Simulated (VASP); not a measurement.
KF (rock salt), at 0.96 of the tabulated volume:

```
CELL_PARAMETERS angstrom
      0.00000     2.63885     2.63885
      2.63885     0.00000     2.63885
      2.63885     2.63885     0.00000
ATOMIC_POSITIONS crystal
  K  0.00000 0.00000 0.00000
  F  0.50000 0.50000 0.50000
```

The lowest empty band near Γ, direction [110], from mBJ (TB09) with spin-orbit coupling in VASP (PAW); its two spin partners are averaged. The gap over the points computed is 10.33 eV, and the next band on that side lies 2.04 eV away at the edge.

Settings: 520 eV cut-off, 10×10×10 Γ-centred mesh, Gaussian smearing of 0.050 eV, potentials K_sv F.

| distance from the edge in k (1/Å) | distance in energy (meV) |
|---|---|
| 0.025 | 3.8 |
| 0.035 | 7.4 |
| 0.050 | 15.1 |
| 0.070 | 29.6 |

Task: Fit E(1 + αE) = ħ²k²/2m* (ħ²/2m0 = 3.810 eV Å²) and predict the row at 0.095 1/Å.

Result: The rows don't resolve α, so a parabola serves: the electron mass is m* = 0.631 m0, and so 54.5 meV. The run gave 54.4 meV, -0.1 meV from the fit.

Left out are points under 3 meV from the edge, since the levels carry 0.1 meV, and points farther than half the way to the next band.

The compound is KF in the rock salt structure. The cell was not relaxed at this level.
